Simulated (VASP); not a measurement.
The system is TiB2.

```
CELL_PARAMETERS angstrom
3.02920 0.00000 0.00000
-1.51460 2.62336 0.00000
0.00000 0.00000 3.22840
ATOMIC_POSITIONS crystal
Ti 0.00000 0.00000 0.00000
B 0.33333 0.66667 0.50000
B 0.66667 0.33333 0.50000
```

| Item | Value |
| --- | --- |
| Program | VASP 6.6.1 |
| Task | relaxation of cell and atoms |
| Functional | LDA |
| Potentials or basis | VASP PAW LDA potentials, release 64 (Ti_sv, B) |
| Cutoff | 520 eV |
| k mesh | 15 × 15 × 14 |
| Occupations | gaussian, width 0.1 eV |
| Spin | no spin polarisation |

At the start: pressure -10.8 GPa; volume 8.55 Å³/atom.

Question: Where does the relaxation end?

Answer: Over 8 steps the energy falls by 12.8 meV/atom and the volume is 8.19 Å³/atom (-4.2 %); space group P6/mmm (No. 191, to 0.05 Å).

The path:
```csv
step,energy change (eV),largest force (eV/Å),pressure (GPa),volume (Å³)
1,0.0000,0.0000,-10.76,25.66
2,0.0011,0.0000,12.76,23.58
3,-0.0372,0.0000,0.03,24.60
4,-0.0372,0.0000,0.26,24.58
5,-0.0385,0.0000,0.18,24.56
6,-0.0385,0.0000,0.18,24.56
7,-0.0385,0.0000,-0.15,24.59
8,-0.0385,0.0000,-0.01,24.57
```

Final structure:
```yaml
crystal:
  lattice:
    - [2.99584, 0.00000, 0.00000]
    - [-1.49792, 2.59447, 0.00000]
    - [0.00000, 0.00000, 3.16173]
  atoms:
    - { symbol: Ti, position: [0.00000, 0.00000, 0.00000] }
    - { symbol: B, position: [0.33333, 0.66667, 0.50000] }
    - { symbol: B, position: [0.66667, 0.33333, 0.50000] }
```
